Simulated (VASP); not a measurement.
Consider the following.

```
NaF
1.0
    0.00000     2.22868     2.22868
    2.22868     0.00000     2.22868
    2.22868     2.22868     0.00000
Na F
1 1
Cartesian
  0.00000   0.00000   0.00000
  2.22868   2.22868   2.22868
```

The numbers are results of r2SCAN+rVV10, VASP's PBE PAW potentials (set 64) (plane waves; VASP), not measurements. Numerical set-up: 520 eV cut-off, 10×10×10 Γ-centred mesh, Gaussian smearing of 0.050 eV, potentials Na_pv F.

### Question
The job: NaF (rock salt), 2 atoms, r2SCAN+rVV10, static run, 520 eV, 10×10×10 Γ-centred mesh. Roughly how much core time does it take on a busy server core?

### Answer
About 50 core-seconds (one run on a shared machine, a rough figure). It had 47 irreducible k-points, 11 bands, up to 610 plane waves and 23 electronic steps.

The compound is NaF in the rock salt structure. This cell is one point of a volume scan, at 0.94 of the reference volume.
